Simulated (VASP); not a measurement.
Input:

```yaml
crystal:
  lattice:
    - [0.00000, 2.73339, 2.73339]
    - [2.73339, 0.00000, 2.73339]
    - [2.73339, 2.73339, 0.00000]
  atoms:
    - { symbol: Ag, position: [0.00000, 0.00000, 0.00000] }
    - { symbol: Cl, position: [0.50000, 0.50000, 0.50000] }
```

Method: revTPSS meta-GGA, VASP's PBE PAW potentials (set 64) (plane waves; VASP). Settings: 520 eV cut-off, 8×8×8 Γ-centred mesh, Gaussian smearing of 0.050 eV, potentials Ag Cl.

Predict the energy per atom (σ→0), pressure, band gap (on the k-mesh) with the smallest direct gap where there is one.

```json
{
 "band gap (on the k-mesh)": "0.90 eV",
 "smallest direct gap (on the k-mesh)": "3.35 eV",
 "energy per atom (σ→0)": "4.734 eV/atom",
 "pressure": "1.58 GPa"
}
```

Only differences to runs with the same potentials and settings are physical.

The compound is AgCl in the rock salt structure. This cell is one point of a volume scan, at 0.97 of the reference volume.
